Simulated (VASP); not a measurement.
Given:

```
CELL_PARAMETERS angstrom
      0.00000     2.59545     2.59545
      2.59545     0.00000     2.59545
      2.59545     2.59545     0.00000
ATOMIC_POSITIONS crystal
  Li 0.00000 0.00000 0.00000
  Cl 0.50000 0.50000 0.50000
```

The numbers are results of PW91 GGA, VASP's PBE PAW potentials (set 64) (plane waves; VASP 6.6.1), not measurements. Numerical set-up: 520 eV cut-off, 9×9×9 Γ-centred mesh, Gaussian smearing of 0.050 eV, potentials Li_sv Cl.

Question: Estimate the energy per atom (σ→0), band gap (on the k-mesh) with the smallest direct gap where there is one.

Answer: 
| Quantity | Value |
|---|---|
| band gap (on the k-mesh) | 6.15 eV |
| smallest direct gap (on the k-mesh) | 6.15 eV |
| energy per atom (σ→0) | -3.720 eV/atom |

The compound is LiCl in the rock salt structure. This cell is one point of a volume scan, at 1.03 of the reference volume.
